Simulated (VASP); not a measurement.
These are PBE GGA, VASP's PBE PAW potentials (set 64) (plane waves; VASP 6.6.1) values and carry that method's errors.

A VASP calculation is set up with these files.

File KPOINTS:
```
K-points
0
gamma
 12 12 12
```

### INCAR
```
SYSTEM = HfC
PREC = Accurate; ENCUT = 520; LREAL = .False.
LASPH = .False.
EDIFF = 1E-6; NELM = 100; ALGO = Normal
LMAXMIX = 6
ISMEAR = 1; SIGMA = 0.1
GGA = PE
ISIF = 2
LWAVE = .False.; LCHARG = .False.
```

POSCAR:
```
HfC
1
    0.0000000000     2.3200000000     2.3200000000
    2.3200000000     0.0000000000     2.3200000000
    2.3200000000     2.3200000000     0.0000000000
Hf C
1 1
Direct
  0.0000000000   0.0000000000   0.0000000000
  0.5000000000   0.5000000000   0.5000000000
```

POTCAR, in this order: Hf_pv C (PBE.64 set). Program: vasp_std.

Output

### OUTCAR
```
 ion  position               nearest neighbor table
   1  0.000  0.000  0.000-   2 2.32   2 2.32   2 2.32   2 2.32   2 2.32   2 2.32
   2  0.500  0.500  0.500-   1 2.32   1 2.32   1 2.32   1 2.32   1 2.32   1 2.32
  LATTYP: Found a face centered cubic cell.
 ALAT       =     4.6400000000
 Subroutine PRICEL returns:
 Original cell was already a primitive cell.
 Subroutine GETGRP returns: Found 48 space group operations
The static configuration has the point symmetry O_h .
The dynamic configuration has the point symmetry O_h .
 Subroutine INISYM returns: Found 48 space group operations
 Subroutine IBZKPT returns following result:
 Found     72 irreducible k-points:

 Following reciprocal coordinates:
            Coordinates               Weight
  0.000000  0.000000  0.000000      1.000000
  0.083333  0.000000  0.000000      8.000000
  0.166667  0.000000  0.000000      8.000000
  0.250000  0.000000  0.000000      8.000000
  0.333333  0.000000  0.000000      8.000000
  0.416667  0.000000  0.000000      8.000000
  0.500000  0.000000  0.000000      4.000000
  0.083333  0.083333  0.000000      6.000000
  0.166667  0.083333  0.000000     24.000000
  0.250000  0.083333  0.000000     24.000000
  0.333333  0.083333  0.000000     24.000000
  0.416667  0.083333  0.000000     24.000000
  0.500000  0.083333  0.000000     24.000000
 -0.416667  0.083333  0.000000     24.000000
 -0.333333  0.083333  0.000000     24.000000
 -0.250000  0.083333  0.000000     24.000000
 -0.166667  0.083333  0.000000     24.000000
 -0.083333  0.083333  0.000000     12.000000
  0.166667  0.166667  0.000000      6.000000
  0.250000  0.166667  0.000000     24.000000
  0.333333  0.166667  0.000000     24.000000
  0.416667  0.166667  0.000000     24.000000
  0.500000  0.166667  0.000000     24.000000
 -0.416667  0.166667  0.000000     24.000000
 -0.333333  0.166667  0.000000     24.000000
 -0.250000  0.166667  0.000000     24.000000
 -0.166667  0.166667  0.000000     12.000000
  0.250000  0.250000  0.000000      6.000000
  0.333333  0.250000  0.000000     24.000000
  0.416667  0.250000  0.000000     24.000000
  0.500000  0.250000  0.000000     24.000000
 -0.416667  0.250000  0.000000     24.000000
 -0.333333  0.250000  0.000000     24.000000
 -0.250000  0.250000  0.000000     12.000000
  0.333333  0.333333  0.000000      6.000000
  0.416667  0.333333  0.000000     24.000000
  0.500000  0.333333  0.000000     24.000000
 -0.416667  0.333333  0.000000     24.000000
 -0.333333  0.333333  0.000000     12.000000
  0.416667  0.416667  0.000000      6.000000
   k-points           NKPTS =     72   k-points in BZ     NKDIM =     72   number of bands    NBANDS=     11
   number of dos      NEDOS =    301   number of ions     NIONS =      2
   total plane-waves  NPLWV =  13824
   dimension x,y,z NGX =    24 NGY =   24 NGZ =   24
   dimension x,y,z NGXF=    48 NGYF=   48 NGZF=   48
   ions per type =               1   1
   PREC   = accura    normal or accurate (medium, high low for compatibility)
   ISTART =      0    job   : 0-new  1-cont  2-samecut
   ICHARG =      2    charge: 1-file 2-atom 10-const
   ISPIN  =      1    spin polarized calculation?
   LNONCOLLINEAR =      F non collinear calculations
   LSORBIT =      F    spin-orbit coupling
   INIWAV =      1    electr: 0-lowe 1-rand  2-diag
   ENCUT  =  520.0 eV  38.22 Ry    6.18 a.u.   6.10  6.10  6.10*2*pi/ulx,y,z
   NELM   =    100;   NELMIN=  2; NELMDL= -5     # of ELM steps
   EDIFF  = 0.1E-05   stopping-criterion for ELM
   LREAL  =      F    real-space projection
   NLSPLINE    = F    spline interpolate recip. space projectors
   LMAXMIX     =    6 max onsite mixed and CHGCAR
...
```

**OSZICAR**
```
       N       E                     dE             d eps       ncg     rms          rms(c)
DAV:   1     0.235421460991E+02    0.23542E+02   -0.77388E+03  1584   0.121E+03
DAV:   2    -0.225082606702E+02   -0.46050E+02   -0.43206E+02  2157   0.209E+02
DAV:   3    -0.242047728706E+02   -0.16965E+01   -0.16833E+01  2029   0.310E+01
DAV:   4    -0.242186578701E+02   -0.13885E-01   -0.13814E-01  1906   0.309E+00
DAV:   5    -0.242188281844E+02   -0.17031E-03   -0.17025E-03  2134   0.285E-01    0.578E+01
DAV:   6    -0.211214160921E+02    0.30974E+01   -0.20284E+01  1781   0.232E+01    0.412E+01
DAV:   7    -0.210577941808E+02    0.63622E-01   -0.64935E-01  1854   0.617E+00    0.248E+01
DAV:   8    -0.210516412859E+02    0.61529E-02   -0.57862E-02  1773   0.238E+00    0.580E+00
DAV:   9    -0.210453593757E+02    0.62819E-02   -0.30647E-02  1785   0.104E+00    0.184E+00
DAV:  10    -0.210451498625E+02    0.20951E-03   -0.87107E-04  1885   0.256E-01    0.408E-01
DAV:  11    -0.210451361724E+02    0.13690E-04   -0.21980E-04  1799   0.104E-01    0.556E-02
DAV:  12    -0.210451340393E+02    0.21331E-05   -0.71117E-06  1849   0.245E-02    0.678E-02
DAV:  13    -0.210451332378E+02    0.80150E-06   -0.49184E-07   906   0.735E-03
   1 F= -.21045133E+02 E0= -.21045075E+02  d E =-.174666E-03
```

**OUTCAR**
```
------------------------ aborting loop because EDIFF is reached ----------------------------------------
  FORCE on cell =-STRESS in cart. coord.  units (eV):
  Direction    XX          YY          ZZ          XY          YZ          ZX
  --------------------------------------------------------------------------------------
  Total        0.1800735      0.1800735      0.1800735     -0.0000000      0.0000000     -0.0000000
  in kB       11.5522460     11.5522460     11.5522460     -0.0000000      0.0000000     -0.0000000
  external PRESSURE =      11.5522460 kB  Pullay stress =       0.0000000 kB
  volume of cell :       24.97
      direct lattice vectors                 reciprocal lattice vectors
     0.000000000  2.320000000  2.320000000    -0.215517241  0.215517241  0.215517241
     2.320000000  0.000000000  2.320000000     0.215517241 -0.215517241  0.215517241
     2.320000000  2.320000000  0.000000000     0.215517241  0.215517241 -0.215517241
 POSITION                                       TOTAL-FORCE (eV/Angst)
 -----------------------------------------------------------------------------------
      0.00000      0.00000      0.00000        -0.000000     -0.000000     -0.000000
      2.32000      2.32000      2.32000         0.000000      0.000000      0.000000
 -----------------------------------------------------------------------------------
    total drift:                                0.000000     -0.000000     -0.000000
  FREE ENERGIE OF THE ION-ELECTRON SYSTEM (eV)
  ---------------------------------------------------
  free  energy   TOTEN  =       -21.0451332378 eV

  energy  without entropy=      -21.0449585722  energy(sigma->0) =      -21.04507502
```
(Selected blocks of OUTCAR.)

OUTCAR:
```
 val. band max:        5.9165531137   @ k =   0.0833   0.0000   0.0000

 cond. band min:       6.0727294049   @ k =   0.4167   0.3333   0.0000


 Fermi energy:         6.0429212154

 k-point     1 :       0.0000    0.0000    0.0000
  band No.  band energies     occupation
      1     -23.5385      2.00000
      2     -23.5385      2.00000
      3     -23.5385      2.00000
      4      -6.3382      2.00000
      5       7.0074     -0.00000
      6       7.0074     -0.00000
      7       7.0074     -0.00000
      8       7.3955     -0.00000
      9       7.3955     -0.00000
     10       7.3955     -0.00000
     11       9.4157      0.00000

 k-point     2 :       0.0833    0.0000    0.0000
  band No.  band energies     occupation
      1     -23.5881      2.00000
      2     -23.5433      2.00000
      3     -23.5433      2.00000
      4      -6.1623      2.00000
      5       5.9166      2.07047
      6       6.2313     -0.02283
      7       6.2313     -0.02283
      8       7.7175     -0.00000
      9       7.7175     -0.00000
     10       8.0559      0.00000
     11      10.2343      0.00000

 k-point     3 :       0.1667    0.0000    0.0000
  band No.  band energies     occupation
      1     -23.7209      2.00000
      2     -23.5562      2.00000
      3     -23.5562      2.00000
      4      -5.6595      2.00000
      5       4.4445      2.00000
      6       5.1621      2.00000
      7       5.1621      2.00000
      8       8.2618      0.00000
      9       8.2618      0.00000
     10       8.5391      0.00000
     11      11.8219      0.00000

 k-point     4 :       0.2500    0.0000    0.0000
  band No.  band energies     occupation
      1     -23.8965      2.00000
      2     -23.5738      2.00000
      3     -23.5738      2.00000
      4      -4.8990      2.00000
      5       2.9595      2.00000
      6       4.2432      2.00000
      7       4.2432      2.00000
      8       9.0100      0.00000
      9       9.0633      0.00000
...
```

Unless said otherwise, spin-orbit coupling is left out, though it shifts the bands of the heavy elements here.

The compound is HfC in the rock salt structure. The cell was not relaxed at this level. The run is one of a series of settings (LASPH = .FALSE. against the base run), some of them coarse on purpose.
